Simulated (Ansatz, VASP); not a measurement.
## Sn9Se7S11 (SnS1.22Se0.78, CdI2-type hexagonal): VASP beside Ansatz

Wanted: the spread between two codes on one cell, functional and k mesh. The cell is invented: As first built, before any earlier steps moved the atoms (in the runner's words): 3x3x1 conventional cells of the SnS2 type (27 atoms: 11 S, 7 Se, 9 Sn); S/Se share their sites, the best of 600 random draws by like-pair counts in two shells; start lattice by linear mixing of the end members' cells; atoms moved at random by 0.02 A. It may not be a known or stable phase. The structure shown is the start of the Ansatz relaxation below; VASP solves that cell, so the two are compared at the walk's first step.

Method: plane waves, with VASP 6.6.1 beside it; single point at PBE with D3(BJ) and single point at PBE, in Ansatz 0.2.0.

## 1. The starting structure

The cell holds 27 atoms: 11 S, 7 Se and 9 Sn. Cell: a = 11.118 Å, b = 11.118 Å, c = 5.973 Å, α = 90.0°, β = 90.0°, γ = 120.0°. It derives from SnS2 (SnS2 type, space group 164), repeated 3×3×1. As first built, before any earlier steps moved the atoms (in the runner's words): 3x3x1 conventional cells of the SnS2 type (27 atoms: 11 S, 7 Se, 9 Sn); S/Se share their sites, the best of 600 random draws by like-pair counts in two shells; start lattice by linear mixing of the end members' cells; atoms moved at random by 0.02 A.

## 2. Ansatz: relaxation, PBE with D3(BJ)

Ansatz runs on its default PAW (the set named soft_2) files.

The two programs are compared at the cell with which this relaxation starts, whose forces are those of its first step.

Input file input.yaml:

```yaml
crystal:
  lattice:
    - [11.11824, 0.0, 0.0]
    - [-5.55912, 9.62868, 0.0]
    - [0.0, 0.0, 5.97252]
  atoms:
    - { symbol: S, position: [0.11149, 0.22237, 0.24892] }
    - { symbol: S, position: [0.22252, 0.10755, 0.74642] }
    - { symbol: S, position: [0.10805, 0.55422, 0.24833] }
    - { symbol: S, position: [0.22401, 0.44658, 0.74738] }
    - { symbol: S, position: [0.11345, 0.89328, 0.25276] }
    - { symbol: S, position: [0.55362, 0.11275, 0.75047] }
    - { symbol: S, position: [0.44506, 0.5564, 0.25298] }
    - { symbol: S, position: [0.7795, 0.22441, 0.25139] }
    - { symbol: S, position: [0.89124, 0.1124, 0.74731] }
    - { symbol: S, position: [0.88833, 0.44846, 0.74731] }
    - { symbol: S, position: [0.88817, 0.78003, 0.75389] }
    - { symbol: Se, position: [0.22338, 0.78055, 0.7484] }
    - { symbol: Se, position: [0.44249, 0.2195, 0.25699] }
    - { symbol: Se, position: [0.55667, 0.44606, 0.74486] }
    - { symbol: Se, position: [0.44364, 0.8853, 0.24798] }
    - { symbol: Se, position: [0.55846, 0.78091, 0.75562] }
    - { symbol: Se, position: [0.77659, 0.55303, 0.25154] }
    - { symbol: Se, position: [0.77797, 0.89057, 0.25191] }
    - { symbol: Sn, position: [0.00406, 0.00152, 0.99985] }
    - { symbol: Sn, position: [0.0008, 0.33291, 0.99877] }
    - { symbol: Sn, position: [0.99897, 0.66636, 0.99823] }
    - { symbol: Sn, position: [0.33211, 0.99709, 0.9987] }
    - { symbol: Sn, position: [0.3338, 0.33188, 0.99683] }
    - { symbol: Sn, position: [0.33621, 0.66573, 0.00608] }
    - { symbol: Sn, position: [0.66725, 0.00118, 0.00317] }
    - { symbol: Sn, position: [0.66489, 0.33184, 0.0005] }
    - { symbol: Sn, position: [0.66753, 0.66837, 0.99863] }
kpoints:
  mp_grid: { grid: [2, 2, 3] }
hamiltonian:
  xc: pbe
  dispersion: d3bj
scf:
  occupations: { method: fermi_dirac, width: 0.01 }
output:
  forces: true
  stress: true
relax:
  f_tol: 0.02
  max_steps: 45
  cell: { stress_tol: 0.1 }
```

Launch:

```console
$ ansatz run input.yaml --threads 8 --pin off --max-ram 15360MiB --backend cpu --events-out ev --progress --plain --runs-dir out
```

Numbers of over 12 decimals in the logs are rounded to 6 here.

What it wrote:

```text
The last accepted step is kept in <dir> (removed where the run ends without a failure and the disk answers)
Engine: ansatz 0.2.0, aarch64-unknown-linux-gnu
Pseudopotentials: kind: paw
Pseudopotential: S, paw, valence charge 6, recommended cutoff 420 eV (normal), S.paw.azcp
Pseudopotential: Se, paw, valence charge 16, recommended cutoff 420 eV (normal), Se.paw.azcp
Pseudopotential: Sn, paw, valence charge 14, recommended cutoff 420 eV (normal), Sn.paw.azcp
Functional definition: PBE
  parameter kappa = 0.804
  parameter beta = 0.066725
  exchange = pbe_x(kappa = kappa, mu = beta*pi^2/3)
  correlation = pbe_c(beta = beta)
Crystal: 27 atoms, lattice volume = 639.382 Å³
Basis set: ecut = 420 eV, 12457 PW (Γ), exchange–correlation on 150×150×80 points (8 copies of the dense FFT grid, shifted against one another)
Bands: 183, of which v1, the nominal top of the filled ones, is band 152 counted from 1 (151 counted from 0)
Symmetry: 1 space group operations
Space group: P1 (ITA 1), of the structure as read, at distance tolerance 8.6e-5 Å
k-points: 8 of 12 (time reversal used)
Non-local potential: S, projectors of the file, l = 0: 2, l = 1: 2, l = 2: 2
Non-local potential: Se, projectors of the file, l = 0: 2, l = 1: 2, l = 2: 3, l = 3: 1
Non-local potential: Sn, projectors of the file, l = 0: 2, l = 1: 2, l = 2: 2, l = 3: 2
PAW form: soft (Blöchl's): semilocal exchange-correlation on the pseudo side does not see the compensation charge
PAW one-centre angular grid: S, 110 points (default); XC on 64 Gauss nodes
PAW one-centre angular grid: Se, 590 points (default); XC on 64 Gauss nodes
PAW one-centre angular grid: Sn, 590 points (default); XC on 64 Gauss nodes
Initial density: superposition of atomic densities (neutral atoms: chi_scale 0, normalization atom), corrected by the library's trained network
Initial wavefunctions: pseudopotential atomic-orbital guess
Functional: x = pbe(κ = 0.804, μ = 0.219515), c = pbe(β = 0.066725)
SCF iter   1: F=—  HF=-102441.581933 eV  |F-HF|=—  |Δ(HF+E_count)|=         —  Δρ=1.37e-3  dr2=1.71e-2  ethr=1.77e-3  ⟨swp⟩=6.0  Hψ=5575  notcnv=0  defer=62
preconditioner: auto → Resta (q_TF=auto, 2.410 Å⁻¹)  ε∞=3.1  [insulator: Δε(μ)=1.106 eV  Ē_g=15.658 eV  σ=0.010 eV  W_gap=1.00  n_scr=154 (ndim 8)  ℏωp=22.5 eV  f_vac=0.038  D(μ)=0.00/eV (n_scr^D=0)  ε∞_Penn≈3.1]
SCF iter   2: F=—  HF=-102441.571178 eV  |F-HF|=—  |Δ(HF+E_count)|=   1.08e-2  Δρ=7.08e-4  dr2=2.47e-3  ethr=5.64e-6  ⟨swp⟩=2.9  Hψ=3033  notcnv=0  defer=176
SCF iter   3: F=—  HF=-102441.571870 eV  |F-HF|=—  |Δ(HF+E_count)|=   6.91e-4  Δρ=3.49e-4  dr2=5.34e-4  ethr=8.11e-7  ⟨swp⟩=2.0  Hψ=2544  notcnv=0  defer=176
SCF iter   4: F=—  HF=-102441.572252 eV  |F-HF|=—  |Δ(HF+E_count)|=   3.82e-4  Δρ=8.50e-5  dr2=3.97e-5  ethr=1.76e-7  ⟨swp⟩=2.0  Hψ=1863  notcnv=0  defer=176
SCF iter   5: F=—  HF=-102441.572521 eV  |F-HF|=—  |Δ(HF+E_count)|=   2.69e-4  Δρ=2.67e-5  dr2=1.00e-5  ethr=1.31e-8  ⟨swp⟩=2.0  Hψ=1806  notcnv=0  defer=176
SCF iter   6: F=—  HF=-102441.572522 eV  |F-HF|=—  |Δ(HF+E_count)|=   1.07e-6  Δρ=9.13e-6  dr2=9.29e-7  ethr=3.30e-9  ⟨swp⟩=2.0  Hψ=2456  notcnv=0  defer=176
SCF iter   7: F=—  HF=-102441.572523 eV  |F-HF|=—  |Δ(HF+E_count)|=   6.71e-7  Δρ=3.97e-6  dr2=1.92e-7  ethr=3.06e-10  ⟨swp⟩=2.0  Hψ=2504  notcnv=0  defer=176
SCF iter   8: F=-102441.572523 eV  HF=-102441.572523 eV  |F-HF|=4.79e-9  |Δ(HF+E_count)|=   1.31e-7  Δρ=1.13e-6  dr2=1.48e-8  ethr=3.29e-11  ⟨swp⟩=4.0  Hψ=4362  notcnv=0
SCF 1 converged in 8 iterations: F = -102441.572523 eV  dr2 = 1.48e-8
  greatest PAW one-centre occupation: 1.000 electrons in one spin orbital (limit 2), on the Se atom at site 14 (counted from 0), in its partial waves of l = 2
relax step   1: F+E_penalty+E_count = -102441.57252304 eV  Δ(F+E_penalty+E_count) = +0.000e0 eV  max|allowed force component| = 1.868e0 eV/Å  Δτ_max = 0.0000 Å  P = +2.426 GPa  Ω = 639.382 Å³  (8 SCF iters, dr2 threshold 1.00e-7 eV, accepted)
[...]
relax step   2: F+E_penalty+E_count = -102442.28422858 eV  Δ(F+E_penalty+E_count) = -7.117e-1 eV  max|allowed force component| = 5.908e-1 eV/Å  Δτ_max = 0.1948 Å  P = -1.064 GPa  Ω = 654.822 Å³  energy of the carried Pulay correction = -3.945e-3 eV  (8 SCF iters, dr2 threshold 2.70e-6 eV, accepted)
[...]
relax step   3: F+E_penalty+E_count = -102442.37840457 eV  Δ(F+E_penalty+E_count) = -9.418e-2 eV  max|allowed force component| = 3.037e-1 eV/Å  Δτ_max = 0.0357 Å  P = -0.391 GPa  Ω = 643.006 Å³  energy of the carried Pulay correction = -9.345e-4 eV  (6 SCF iters, dr2 threshold 2.70e-6 eV, accepted)
[...]
relax step   4: F+E_penalty+E_count = -102442.33062468 eV  Δ(F+E_penalty+E_count) = +4.778e-2 eV  max|allowed force component| = 2.644e-1 eV/Å  Δτ_max = 0.0842 Å  P = -0.134 GPa  Ω = 659.554 Å³  energy of the carried Pulay correction = -5.136e-3 eV  (7 SCF iters, dr2 threshold 2.70e-6 eV, rejected (line search))
[...]
relax step   5: F+E_penalty+E_count = -102442.42084690 eV  Δ(F+E_penalty+E_count) = -4.244e-2 eV  max|allowed force component| = 4.193e-2 eV/Å  Δτ_max = 0.0421 Å  P = -0.044 GPa  Ω = 647.241 Å³  energy of the carried Pulay correction = -2.020e-3 eV  (11 SCF iters, accepted)
[...]
relax step   6: F+E_penalty+E_count = -102442.42165295 eV  Δ(F+E_penalty+E_count) = -8.060e-4 eV  max|allowed force component| = 4.192e-3 eV/Å  Δτ_max = 0.0139 Å  P = -0.000 GPa  Ω = 647.783 Å³  energy of the carried Pulay correction = -2.159e-3 eV  (6 SCF iters, dr2 threshold 1.10e-7 eV, accepted)
[...]
relax step   7: F+E_penalty+E_count = -102442.42381660 eV  Δ(F+E_penalty+E_count) = -2.164e-3 eV  max|allowed force component| = 4.209e-3 eV/Å  Δτ_max = 0.0000 Å  P = -0.002 GPa  Ω = 647.783 Å³  stress off target by 5.67e-3 GPa  SCF on the basis re-selected at this cell (its energy is not comparable with the rows above)  (5 SCF iters)
basis re-selected at this cell: Δ(F+E_penalty+E_count) = -2.164e-3 eV, ΔP = -0.002 GPa vs the last step (what re-selecting the basis moved, of the pressure what is left beyond the Pulay correction that the steps carried, after the strain that the cell walked since its last selection, with what the two solves' SCF thresholds leave and, on support functions, any second-order correction that the steps lacked; it is no m [...]
SCF converged after 5 iterations
Free energy (F): -102442.423817 eV
Harris-Foulkes:  -102442.423817 eV  (|F-HF|=2.63e-9)
Internal energy: -102442.423817 eV  (E = F + TS)
E sigma→0 (E₀):  -102442.423817 eV
Fermi energy:    7.692669 eV
--- Per-component energies (eV) ---
  E_band       = -3711.369967
  E_kinetic    = 3688.882893
  E_local      = -32353.688387  (includes V_loc(G=0)·N_el)
  E_nonlocal   = -4130.219541
  E_hartree    = 16689.548997
  E_xc         = -5225.142773
  E_vxc        = -2497.509417  (∫ρ·V_xc dr)
  E_paw        = -57259.984999  (= ΣΔE_a)
  E_vpaw       = -1797.931567  (= ΣTr[D̂ρ^β])
  E_aug_tail   = -0.004204  (compensation charges beyond the density's cutoff)
  E_ewald      = -23842.683622
  E_disp       = -9.132180  (pairwise vdW)
  E_smearing   = -0.000000  (= −TS)
  E_closure    = 0.000000  (closes the sum)
  Σ components = -102442.423817   (vs F -102442.423817, Δ=0.00e0)
--- Forces (eV/Å), atoms counted from 1 ---
  atom   1  S     -0.00151491     0.00296892     0.00016369
  atom   2  S      0.00052468    -0.00038421     0.00033354
  atom   3  S      0.00030361     0.00094034     0.00080691
  atom   4  S      0.00199959     0.00168966     0.00142250
  atom   5  S      0.00360211    -0.00097533    -0.00052989
  atom   6  S     -0.00025556     0.00151603     0.00279533
  atom   7  S      0.00081294     0.00057280    -0.00031275
  atom   8  S     -0.00021194    -0.00071625    -0.00034274
  atom   9  S      0.00034289    -0.00177041    -0.00020620
  atom  10  S     -0.00277122    -0.00040287     0.00078273
  atom  11  S      0.00009221    -0.00050535    -0.00004481
  atom  12  Se     0.00269040    -0.00262197    -0.00035922
  atom  13  Se    -0.00116459    -0.00179789    -0.00165037
  atom  14  Se     0.00300032     0.00054657    -0.00087108
  atom  15  Se    -0.00137500     0.00324193    -0.00114349
  atom  16  Se     0.00046288     0.00104887     0.00032679
  atom  17  Se    -0.00025658     0.00196395    -0.00020273
  atom  18  Se    -0.00052894    -0.00210036     0.00056420
  atom  19  Sn    -0.00338174    -0.00053542     0.00070303
  atom  20  Sn     0.00023297    -0.00147485    -0.00039471
  atom  21  Sn     0.00000461     0.00205243     0.00017020
  atom  22  Sn     0.00143397    -0.00100270    -0.00252089
  atom  23  Sn    -0.00099729     0.00094603    -0.00045767
  atom  24  Sn    -0.00054198    -0.00102465    -0.00286169
  atom  25  Sn    -0.00066479     0.00067278     0.00023795
  atom  26  Sn     0.00236921    -0.00168920     0.00246488
  atom  27  Sn    -0.00420854    -0.00116043     0.00112280
  max |Σ_I F_I| component: 3.67e-6 eV/Å
--- Stress (GPa, compression-positive) ---
       -0.001577      -0.001471       0.001222
       -0.001471      -0.001289       0.002502
        0.001222       0.002502      -0.003060
  P = ⅓ Tr σ = -0.0020 GPa (-0.020 kbar)
--- Relaxed structure (6 steps of the walk, 5 accepted, 1 SCFs on fresh bases) ---
  F+E_penalty+E_count = -102442.42381660 eV   max|allowed force component| = 4.209e-3 eV/Å   (the final SCF, on the basis selected at the relaxed cell)
  cell:  # Å, volume = 647.7834 Å³
    - [11.204320, -0.00200891, -0.031483]
    - [-5.603900, 9.704690, -0.000755509]
    - [-0.016912, -0.010233, 5.958163]
  atoms:
    - { symbol: S, position: [0.112106, 0.224092, 0.245296] }
    - { symbol: S, position: [0.219790, 0.111956, 0.751087] }
    - { symbol: S, position: [0.112573, 0.555011, 0.243495] }
    - { symbol: S, position: [0.218357, 0.441288, 0.751038] }
    - { symbol: S, position: [0.113546, 0.890748, 0.242653] }
    - { symbol: S, position: [0.557480, 0.113208, 0.753440] }
    - { symbol: S, position: [0.441999, 0.554520, 0.244177] }
    - { symbol: S, position: [0.781865, 0.224048, 0.246817] }
    - { symbol: S, position: [0.890275, 0.112985, 0.753961] }
    - { symbol: S, position: [0.888530, 0.443008, 0.755206] }
    - { symbol: S, position: [0.888503, 0.778406, 0.756860] }
    - { symbol: Se, position: [0.218903, 0.776253, 0.724098] }
    - { symbol: Se, position: [0.443331, 0.221739, 0.269222] }
    - { symbol: Se, position: [0.555388, 0.443759, 0.731869] }
    - { symbol: Se, position: [0.443896, 0.888838, 0.265815] }
    - { symbol: Se, position: [0.556803, 0.778363, 0.729526] }
    - { symbol: Se, position: [0.781496, 0.556023, 0.274196] }
    - { symbol: Se, position: [0.782010, 0.893274, 0.272801] }
    - { symbol: Sn, position: [0.00265883, 0.00146458, 0.998783] }
    - { symbol: Sn, position: [0.000498581, 0.333609, 0.999795] }
    - { symbol: Sn, position: [1.000488, 0.667497, 0.999848] }
    - { symbol: Sn, position: [0.331828, 1.001111, 0.993848] }
    - { symbol: Sn, position: [0.329709, 0.333537, 0.999278] }
    - { symbol: Sn, position: [0.331051, 0.662318, -0.00283775] }
    - { symbol: Sn, position: [0.669880, 0.00483617, -0.00131839] }
    - { symbol: Sn, position: [0.669598, 0.331662, 0.00134172] }
    - { symbol: Sn, position: [0.667698, 0.667696, 1.004926] }
```

Reading the cycles: dr2 is the Hartree energy of the density residual (eV), the measure of convergence; HF is the Harris–Foulkes estimate of the energy, which meets the free energy F at convergence.

[end of part 1 of 3]

[Lines on the potential files, build, host, timing and source positions are cut from VASP's logs without a mark.]

[Logs are printed without paths, hosts, clocks, repeated set-up lines and the standing remarks that a program may print on its own settings, such as how far it seeks lower states.]

[Hosts, paths, dates, database ids (printed as entryN), source tags and the programs' standing remarks are cut or masked in the printed files.]
